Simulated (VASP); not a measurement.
**GW on InP**

How does the gap of InP change from the starting functional to GW? The cell is of the zinc-blende type, one of the forms listed for this formula, which need not be the common one. The start is a cell from a database of measured crystal structures.

Method: PBE; plane waves and PAW (In_d_GW, P_GW), in the first sound run; inputs show where later runs differ, in VASP 6.6.1.

## (1) Set-up

The structure is cubic, space group F-43m (No. 216). Conventional cell: a = 5.869 Å, b = 5.869 Å, c = 5.869 Å, α = 90.00°, β = 90.00°, γ = 90.00°. In has 4 P at 2.54 Å nearest. P has 4 In at 2.54 Å nearest. Farther neighbours are not listed.

As a file:

```cif
data_structure
_symmetry_space_group_name_H-M 'P 1'
_symmetry_Int_Tables_number 1
_cell_length_a 4.1498
_cell_length_b 4.1498
_cell_length_c 4.1498
_cell_angle_alpha 60.000
_cell_angle_beta 60.000
_cell_angle_gamma 60.000
_cell_volume 50.53
loop_
_atom_site_label
_atom_site_type_symbol
_atom_site_fract_x
_atom_site_fract_y
_atom_site_fract_z
_atom_site_occupancy
In1 In 0.00000 0.00000 0.00000 1
P2 P 0.25000 0.25000 0.25000 1
```

## (2) Ground state

The orbitals come from a self-consistent PBE run with a tight EDIFF and a narrow smearing. KPOINTS_OPT adds the bands along a path, which shows whether the mesh holds the band edges.

File INCAR:

```
SYSTEM = InP
PREC = Accurate
ENCUT = 300
EDIFF = 1E-08
NELM = 100
ISMEAR = 0
SIGMA = 0.01
LREAL = .FALSE.
ALGO = Normal
GGA = PE
NBANDS = 15
LORBIT = 11
LWAVE = .TRUE.
LCHARG = .FALSE.
KPAR = 8
```

File POSCAR:

```
InP
1.0
    0.0000000000      2.9343500000      2.9343500000
    2.9343500000      0.0000000000      2.9343500000
    2.9343500000      2.9343500000      0.0000000000
In P
1 1
Direct
    0.0000000000      0.0000000000      0.0000000000
    0.2500000000      0.2500000000      0.2500000000
```

File KPOINTS:

```
Automatic mesh
0
Gamma
6 6 6
0 0 0
```

File KPOINTS_OPT:

```
Line mode
12
Line-mode
Reciprocal
  0.00000000   0.00000000   0.00000000 GAMMA
  0.50000000   0.00000000   0.50000000 X

  0.50000000   0.00000000   0.50000000 X
  0.50000000   0.25000000   0.75000000 W

  0.50000000   0.25000000   0.75000000 W
  0.37500000   0.37500000   0.75000000 K

  0.37500000   0.37500000   0.75000000 K
  0.00000000   0.00000000   0.00000000 GAMMA

  0.00000000   0.00000000   0.00000000 GAMMA
  0.50000000   0.50000000   0.50000000 L

  0.50000000   0.50000000   0.50000000 L
  0.62500000   0.25000000   0.62500000 U

  0.62500000   0.25000000   0.62500000 U
  0.50000000   0.25000000   0.75000000 W

  0.50000000   0.25000000   0.75000000 W
  0.50000000   0.50000000   0.50000000 L

  0.50000000   0.50000000   0.50000000 L
  0.37500000   0.37500000   0.75000000 K

  0.62500000   0.25000000   0.62500000 U
  0.50000000   0.00000000   0.50000000 X
```

Potentials, in the order of the species: In_d_GW and P_GW (PBE family, release 64).

On the command line:

```
$ mpirun -np 8 vasp_std
```

Output:

```text
[banner, memory and clock lines left out]
running    8 mpi-ranks, on    1 nodes
 distrk:  each k-point on    1 cores,    8 groups
 distr:  one band on    1 cores,    1 groups

 POSCAR found type information on POSCAR InP
 POSCAR found :  2 types and       2 ions
|                                                                             |
|           W    W    AA    RRRRR   N    N  II  N    N   GGGG   !!!           |
|           W    W   A  A   R    R  NN   N  II  NN   N  G    G  !!!           |
|           W    W  A    A  R    R  N N  N  II  N N  N  G       !!!           |
|           W WW W  AAAAAA  RRRRR   N  N N  II  N  N N  G  GGG   !            |
|           WW  WW  A    A  R   R   N   NN  II  N   NN  G    G                |
|           W    W  A    A  R    R  N    N  II  N    N   GGGG   !!!           |
|                                                                             |
|     For optimal performance we recommend to set                             |
|       NCORE = 2 up to number-of-cores-per-socket                            |
|     NCORE specifies how many cores store one orbital (NPAR=cpu/NCORE).      |
|     This setting can greatly improve the performance of VASP for DFT.       |
|     The default, NCORE=1 might be grossly inefficient on modern             |
|     multi-core architectures or massively parallel machines. Do your        |
|     Unfortunately you need to use the default for GW and RPA                |
|     calculations (for HF NCORE is supported but not extensively tested      |
|     yet).                                                                   |
|                                                                             |

 LDA part: xc-table for (Slater+PW92), standard interpolation
 POSCAR, INCAR and KPOINTS ok, starting setup
 FFT: planning ... GRIDC
 FFT: planning ... GRID_SOFT
 FFT: planning ... GRID
 WAVECAR not read
 entering main loop
       N       E                     dE             d eps       ncg     rms          rms(c)
DAV:   1     0.113157980937E+03    0.11316E+03   -0.60937E+03   565   0.178E+03
DAV:   2     0.306447206449E+01   -0.11009E+03   -0.10208E+03   778   0.427E+02
DAV:   3    -0.836932225704E+01   -0.11434E+02   -0.11371E+02   805   0.135E+02
DAV:   4    -0.873728237057E+01   -0.36796E+00   -0.36781E+00   716   0.211E+01
DAV:   5    -0.875940264433E+01   -0.22120E-01   -0.22119E-01   823   0.589E+00    0.609E+00
DAV:   6    -0.835468492603E+01    0.40472E+00   -0.65238E-01   867   0.284E+01    0.339E+00
DAV:   7    -0.832438028477E+01    0.30305E-01   -0.18403E-01   840   0.498E+00    0.136E+00
DAV:   8    -0.832537157334E+01   -0.99129E-03   -0.13790E-02   705   0.389E+00    0.158E-01
DAV:   9    -0.832571142906E+01   -0.33986E-03   -0.16964E-03   856   0.167E+00    0.621E-02
DAV:  10    -0.832580854943E+01   -0.97120E-04   -0.13153E-04   812   0.151E-01    0.187E-02
DAV:  11    -0.832586357856E+01   -0.55029E-04   -0.79914E-05   671   0.127E-01    0.143E-02
DAV:  12    -0.832586329914E+01    0.27942E-06   -0.39882E-06   889   0.337E-02    0.482E-03
DAV:  13    -0.832586359374E+01   -0.29460E-06   -0.51613E-07   715   0.108E-02    0.168E-03
DAV:  14    -0.832586360907E+01   -0.15326E-07   -0.13483E-07   684   0.349E-03    0.554E-04
DAV:  15    -0.832586362889E+01   -0.19828E-07   -0.48127E-09   541   0.150E-03    0.138E-04
DAV:  16    -0.832586363445E+01   -0.55577E-08   -0.20163E-09   534   0.739E-04
   1 F= -.83258636E+01 E0= -.83258636E+01  d E =-.442033E-55
 Start KPOINTS_OPT (optional k-point list driver)
k-point batch [1-16\120]
       N       E                     dE             ncg
DAV:   1     0.292255947368E+03   -0.42616E+04      572
DAV:   2    -0.150722108995E+04   -0.17995E+04      787
DAV:   3    -0.167895318379E+04   -0.17173E+03      820
DAV:   4    -0.168304739906E+04   -0.40942E+01      716
DAV:   5    -0.168336257739E+04   -0.31518E+00      842
DAV:   6    -0.168337069065E+04   -0.81133E-02      734
DAV:   7    -0.168337111820E+04   -0.42755E-03      827
DAV:   8    -0.168337113184E+04   -0.13633E-04      727
DAV:   9    -0.168337113243E+04   -0.59088E-06      813
DAV:  10    -0.168337113245E+04   -0.25196E-07      598
DAV:  11    -0.168337113245E+04   -0.27849E-08      562
[...]
k-point batch [113-120\120]
       N       E                     dE             ncg
DAV:   1     0.390674558455E+04   -0.38401E+04      282
DAV:   2     0.299170776368E+04   -0.91504E+03      386
DAV:   3     0.289807368105E+04   -0.93634E+02      394
DAV:   4     0.289274712306E+04   -0.53266E+01      394
DAV:   5     0.289256741726E+04   -0.17971E+00      412
DAV:   6     0.289256308710E+04   -0.43302E-02      387
DAV:   7     0.289256289925E+04   -0.18785E-03      411
DAV:   8     0.289256289273E+04   -0.65283E-05      372
DAV:   9     0.289256289231E+04   -0.41549E-06      425
DAV:  10     0.289256289230E+04   -0.14903E-07      354
DAV:  11     0.289256289230E+04   -0.15098E-09      281
 writing wavefunctions
```

It took 9 s on 8 MPI ranks of AMD EPYC 7R43, shared host; peak memory 0.96 GiB.

The logs omit lines about the potential files and the build; timing stands in the text.

Parts of OUTCAR (step 2):

```text
ion  position               nearest neighbor table
   1  0.000  0.000  0.000-   2 2.54   2 2.54   2 2.54   2 2.54
   2  0.250  0.250  0.250-   1 2.54   1 2.54   1 2.54   1 2.54

  LATTYP: Found a face centered cubic cell.
 ALAT       =     5.8687000000

 Subroutine GETGRP returns: Found 24 space group operations
 (whereof 24 operations were pure point group operations)

The static configuration has the point symmetry T_d .

 Found     16 irreducible k-points:

   k-points           NKPTS =     16   k-points in BZ     NKDIM =     16   number of bands    NBANDS=     15

   dimension x,y,z NGX =    24 NGY =   24 NGZ =   24
   dimension x,y,z NGXF=    48 NGYF=   48 NGZF=   48

   ENCUT  =  300.0 eV  22.05 Ry    4.70 a.u.   5.86  5.86  5.86*2*pi/ulx,y,z

   NELECT =      18.0000    total number of electrons

 k-points in reciprocal lattice and weights: Automatic mesh
   0.00000000  0.00000000  0.00000000       0.005
   0.16666667  0.00000000  0.00000000       0.037
   0.33333333  0.00000000  0.00000000       0.037
   0.50000000  0.00000000  0.00000000       0.019
   0.16666667  0.16666667  0.00000000       0.028
   0.33333333  0.16666667  0.00000000       0.111
   0.50000000  0.16666667  0.00000000       0.111
  -0.33333333  0.16666667  0.00000000       0.111
  -0.16666667  0.16666667  0.00000000       0.056
[...]
-0.33333333  0.33333333  0.16666667       0.111
  -0.33333333  0.50000000  0.16666667       0.056

 average (electrostatic) potential at core
       1 -74.2874       2 -75.1618

 E-fermi :   3.9933

 k-point     1 :       0.0000    0.0000    0.0000
  band No.  band energies     occupation
    ...
      5     -10.1360      2.00000
      6      -7.6123      2.00000
      7       3.8846      2.00000
      8       3.8846      2.00000
      9       3.8846      2.00000
     10       4.5635      0.00000
     11       7.9669      0.00000
     12       7.9669      0.00000
     13       7.9669      0.00000
     14      12.4396      0.00000
    ...

 k-point     2 :       0.1667    0.0000    0.0000
  band No.  band energies     occupation
    ...
      5     -10.1353      2.00000
      6      -7.3007      2.00000
      7       1.7013      2.00000
      8       3.5825      2.00000
      9       3.5825      2.00000
     10       5.6645      0.00000
     11       8.3674      0.00000
     12       8.4044      0.00000
     13       8.4044      0.00000
     14      12.4846      0.00000
    ...

 k-point     3 :       0.3333    0.0000    0.0000
  band No.  band energies     occupation
    ...
      5     -10.1289      2.00000
      6      -6.4970      2.00000
      7      -0.6718      2.00000
      8       3.1119      2.00000
      9       3.1119      2.00000
     10       5.5218      0.00000
     11       8.7453      0.00000
     12       8.7453      0.00000
     13      10.1397      0.00000
     14      12.7697      0.00000
    ...

  Total        0.8559486      0.8559486      0.8559486      0.0000000     -0.0000000      0.0000000
  in kB       27.1389173     27.1389173     27.1389173      0.0000000     -0.0000000      0.0000000
  external PRESSURE =      27.1389173 kB  Pullay stress =       0.0000000 kB

  energy-cutoff  :      300.00
  volume of cell :       50.53
      direct lattice vectors                 reciprocal lattice vectors
     0.000000000  2.934350000  2.934350000    -0.170395488  0.170395488  0.170395488
     2.934350000  0.000000000  2.934350000     0.170395488 -0.170395488  0.170395488
     2.934350000  2.934350000  0.000000000     0.170395488  0.170395488 -0.170395488

 POSITION                                       TOTAL-FORCE (eV/Angst)
 -----------------------------------------------------------------------------------
      0.00000      0.00000      0.00000         0.000000      0.000000      0.000000
      1.46717      1.46717      1.46717        -0.000000     -0.000000     -0.000000
 -----------------------------------------------------------------------------------
    total drift:                               -0.000000     -0.000000     -0.000001

  FREE ENERGIE OF THE ION-ELECTRON SYSTEM (eV)
  ---------------------------------------------------
  free  energy   TOTEN  =        -8.3258636345 eV

  energy  without entropy=       -8.3258636345  energy(sigma->0) =       -8.32586363

 total charge
# of ion       s       p       d       f       tot
--------------------------------------------------
    1        0.784   0.704  10.055   0.020  11.564
    2        1.134   1.702   0.032   0.000   2.868
--------------------------------------------------
tot          1.918   2.406  10.088   0.020  14.432

[... 3 further parts left out ...]
```

This step gave:

```
free energy (TOTEN)               : -8.326 eV
Fermi energy                      : 3.993 eV
pressure                          : 2.714 GPa
least gap on mesh and path        : 0.6789 eV
least direct gap on mesh and path : 0.6789 eV
```

The highest empty bands on the path are converged less tightly, to about 0.1 eV. The electronic bands at the labelled points (eV, zero at the valence-band top; v1 is the highest filled band, c1 the lowest empty one):

```csv
point,v3,v2,v1,c1,c2,c3,c4
Γ,0.00,0.00,0.00,0.68,4.08,4.08,4.08
0.55 of the way,-3.65,-1.55,-1.55,2.35,3.09,6.68,6.68
X,-5.74,-2.31,-2.31,1.77,2.26,9.18,9.55
0.45 of the way,-5.68,-2.60,-2.59,2.54,2.96,7.87,7.90
W,-5.59,-2.94,-2.90,4.29,4.36,5.55,6.20
0.45 of the way,-5.59,-3.17,-2.42,3.25,4.41,6.26,6.82
K,-5.60,-3.29,-1.93,2.36,4.38,7.49,7.52
0.45 of the way,-4.09,-2.24,-0.68,2.91,4.89,5.14,5.14
Γ,0.00,0.00,0.00,0.68,4.08,4.08,4.08
0.45 of the way,-3.10,-0.49,-0.49,1.80,4.73,4.73,5.05
L,-5.72,-0.97,-0.97,1.48,4.80,4.80,7.10
0.55 of the way,-5.55,-2.64,-1.43,2.69,4.57,5.93,6.87
U,-5.60,-3.29,-1.93,2.36,4.38,7.49,7.52
0.55 of the way,-5.59,-3.17,-2.42,3.25,4.41,6.26,6.82
W,-5.59,-2.94,-2.90,4.29,4.36,5.55,6.20
0.55 of the way,-5.55,-2.52,-1.52,2.99,4.20,5.80,7.14
L,-5.72,-0.97,-0.97,1.48,4.80,4.80,7.10
0.55 of the way,-5.55,-2.64,-1.43,2.69,4.57,5.93,6.87
K,-5.60,-3.29,-1.93,2.36,4.38,7.49,7.52
jump to U,-5.60,-3.29,-1.93,2.36,4.38,7.49,7.52
0.45 of the way,-5.70,-2.79,-2.19,2.07,2.99,8.27,8.57
X,-5.74,-2.31,-2.31,1.77,2.26,9.18,9.55
```

Of the projections kept (In, P), the largest for each band there, as a share of the weight inside these atoms' spheres; weight between the spheres isn't counted:

```csv
point,v3,v2,v1,c1,c2,c3,c4
Γ,P 0.76,P 0.76,P 0.76,In 0.50,In 0.78,In 0.78,In 0.78
X,In 0.72,P 0.64,P 0.64,In 0.64,In 0.64,P 0.75,In 0.54
W,In 0.73,P 0.64,P 0.59,P 0.68,P 0.54,In 0.67,In 0.63
K,In 0.71,P 0.61,P 0.65,In 0.63,P 0.57,In 0.51,P 0.57
Γ,P 0.76,P 0.76,P 0.76,In 0.50,In 0.78,In 0.78,In 0.78
L,In 0.61,P 0.69,P 0.69,In 0.61,In 0.67,In 0.67,P 0.69
```

The electronic bands as a text plot (rows in eV, shown from -5.7 to 4.1 only):

```
    3.9 |++                    ++++              + +          +
    3.5 |  +        +                               +
    3.1 |   +++     +  +   +++                       +
    2.6 |   +  ++  +    + +   +             +++ +     +    ++  +
    2.2 |  + ++  +++     +     +           +   +          +  ++ +
    1.8 | +    ++++             +   ++++               + +     ++
    1.4 |                          +    +++             +
    1.0 |+                       +
    0.6 |                         +
    0.2 |                         *
   -0.2 |**                    *** ***
   -0.6 |* *                 *** *    **
   -1.0 | * *              **      *    ****           ****
   -1.4 |    *            *     *          ***       *** * *
   -1.9 |  *  **        **    **    *         **    *     * ***
   -2.3 |   *   ***    *     *       *      *   *     *        **
   -2.7 |          ** *     *                    * * *     *   *
   -3.1 |            **** **                 ********       * *
   -3.5 |    *           *    *                              *
   -3.9 |                    *        *
   -4.3 |     *                        *
   -4.7 |      *            *
   -5.1 |       *         **            *
   -5.5 |        *********               ************************
         Γ       X    W  K        Γ      L     U  W     L   K|U X
```

The cell has a gap of 0.679 eV on mesh and path and a pressure of +2.7 GPa, which holds the misfit of the given cell and coordinates with this functional, and any error of cutoff, mesh and data sets. Spin-orbit coupling is left out, which can shift or reorder these edges.

## (3) Empty bands, functional PBE

ALGO = Exact makes the empty bands from the converged ground state in one step. LOPTICS writes the k-derivatives of the orbitals (WAVEDER), which give the long-wavelength limit of the screening.

File INCAR:

```
SYSTEM = InP
PREC = Accurate
ENCUT = 300
ISMEAR = 0
SIGMA = 0.01
LREAL = .FALSE.
GGA = PE
NBANDS = 328
ALGO = Exact
NELM = 1
LWAVE = .TRUE.
LCHARG = .FALSE.
LOPTICS = .TRUE.
NEDOS = 1000
CSHIFT = 0.1
```

POSCAR is that of step 2.

KPOINTS is that of step 2.

On the command line:

```
$ mpirun -np 8 vasp_std
```

Output:

```text
[banner, memory and clock lines left out]
running    8 mpi-ranks, on    1 nodes
 distrk:  each k-point on    8 cores,    1 groups
 distr:  one band on    1 cores,    8 groups

 POSCAR found type information on POSCAR InP
 POSCAR found :  2 types and       2 ions
 [... a notice as in an earlier step ...]

 LDA part: xc-table for (Slater+PW92), standard interpolation
 found WAVECAR, reading the header
  number of bands has changed, file:    15 present:   328
  trying to continue reading WAVECAR, but it might fail
 POSCAR, INCAR and KPOINTS ok, starting setup
 FFT: planning ... GRIDC
 FFT: planning ... GRID_SOFT
 FFT: planning ... GRID
 reading WAVECAR
 random initialization beyond band           15
 the WAVECAR file was read successfully
 initial charge from wavefunction
 entering main loop
       N       E                     dE             d eps       ncg     rms          rms(c)
DIA:   1    -0.832586363337E+01   -0.83259E+01    0.00000E+00     0   0.000E+00
   1 F= -.83258636E+01 E0= -.83258636E+01  d E =-.734463E-55
 writing wavefunctions
 optical routines
 imaginary and real dielectric function
 recalculating local potential from charge density
 direction            1
 direction            2
 direction            3
```

Wall time 5.8 s (8 MPI ranks); peak memory 0.85 GiB.

Parts of OUTCAR (step 3):

```text
The static configuration has the point symmetry T_d .

 Found     16 irreducible k-points:

   k-points           NKPTS =     16   k-points in BZ     NKDIM =     16   number of bands    NBANDS=    328

   NELECT =      18.0000    total number of electrons

 E-fermi :   3.9930

 k-point     3 :       0.3333    0.0000    0.0000
  band No.  band energies     occupation
    ...
      5     -10.1290      2.00000
      6      -6.4970      2.00000
      7      -0.6718      2.00000
      8       3.1119      2.00000
      9       3.1119      2.00000
     10       5.5218      0.00000
     11       8.7453      0.00000
     12       8.7453      0.00000
     13      10.1397      0.00000
     14      12.7680      0.00000
    ...

  Total        0.8560949      0.8560949      0.8560949     -0.0000000     -0.0000000     -0.0000000
  in kB       27.1435576     27.1435576     27.1435576     -0.0000000     -0.0000000     -0.0000000
  external PRESSURE =      27.1435576 kB  Pullay stress =       0.0000000 kB

  FREE ENERGIE OF THE ION-ELECTRON SYSTEM (eV)
  ---------------------------------------------------
  free  energy   TOTEN  =        -8.3258636334 eV

  energy  without entropy=       -8.3258636334  energy(sigma->0) =       -8.32586363

 plasma frequency squared (from intraband transitions) (eV^2)
  --------------------------------------------------------------------------------------
       0.000      -0.000      -0.000
      -0.000       0.000       0.000
      -0.000       0.000       0.000

[... 14 parts as in an earlier step ...]
```

The gap is read on the k-mesh alone, so it is an upper bound where the band edges lie off the mesh, and a coarse mesh can show a gap where there is none.

Numbers from this step:

```yaml
gap_on_the_k_mesh: 0.6789 eV
least_direct_gap_on_the_k_mesh: 0.6789 eV
```

WAVECAR now holds 328 bands for 18 electrons. Its independent-particle dielectric tensor has xx, yy, zz = 21.4, 21.4, 21.4 on this mesh. It isn't tested for convergence in mesh or bands and lacks local fields, and at a small direct gap a coarse mesh makes it too large, which overscreens the GW step.

(Continued in part 2 of 4.)

[Lines on the potential files, build, host, timing and source positions are cut from VASP's logs without a mark.]

[Logs are printed without paths, hosts, clocks, repeated set-up lines and the standing remarks that a program may print on its own settings, such as how far it seeks lower states.]

[Hosts, paths, dates, database ids (printed as entryN), source tags and the programs' standing remarks are cut or masked in the printed files.]

[Pressures printed for these runs are not shown converged in the cutoff: they can be off by several GPa and have the wrong sign.]

[In band tables of VASP the shares of atoms and orbitals are scaled to a sum of 1 inside the atoms' spheres.]
